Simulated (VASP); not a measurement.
Consider the following.

```xyz
8
Lattice="4.2506 0.0000 0.0000 0.0000 5.4586 0.0000 0.0000 0.0000 4.7541" Properties=species:S:1:pos:R:3 pbc="T T T"
Cu     2.1253     0.0000     1.4295
Cu     0.0000     2.7293     3.3245
Cu     0.0000     1.3521     0.7402
Cu     0.0000     4.1066     0.7402
Cu     2.1253     4.0814     4.0138
Cu     2.1253     1.3772     4.0138
Sn     0.0000     0.0000     3.1247
Sn     2.1253     2.7293     1.6293
```

The numbers are results of PBEsol GGA, VASP's PBE PAW potentials (set 64) (plane waves; VASP), not measurements. Settings: 400 eV cut-off, 8×6×7 Γ-centred mesh, tetrahedra with Blöchl corrections, potentials Cu Sn_d.

The cores are frozen, which limits the accuracy of field gradients.

Question: Give the principal components of the electric field gradient (V/Å²) and the asymmetry η at each nucleus.

Answer: 
```json
[
 {"atom": "Cu1", "Vxx": "5.9", "Vyy": "0.2", "Vzz": "-6.1", "η": "0.93"},
 {"atom": "Cu2", "Vxx": "5.9", "Vyy": "0.2", "Vzz": "-6.1", "η": "0.93"},
 {"atom": "Cu3", "Vxx": "-10.4", "Vyy": "-6.1", "Vzz": "16.5", "η": "0.26"},
 {"atom": "Cu4", "Vxx": "-10.4", "Vyy": "-6.1", "Vzz": "16.5", "η": "0.26"},
 {"atom": "Cu5", "Vxx": "-10.4", "Vyy": "-6.1", "Vzz": "16.5", "η": "0.26"},
 {"atom": "Cu6", "Vxx": "-10.4", "Vyy": "-6.1", "Vzz": "16.5", "η": "0.26"},
 {"atom": "Sn7", "Vxx": "12.9", "Vyy": "8.5", "Vzz": "-21.4", "η": "0.21"},
 {"atom": "Sn8", "Vxx": "12.9", "Vyy": "8.5", "Vzz": "-21.4", "η": "0.21"}
]
```

The structure comes from a measured Cu3Sn entry (Pmmn) of the Crystallography Open Database, whose conditions weren't checked. It was relaxed first.
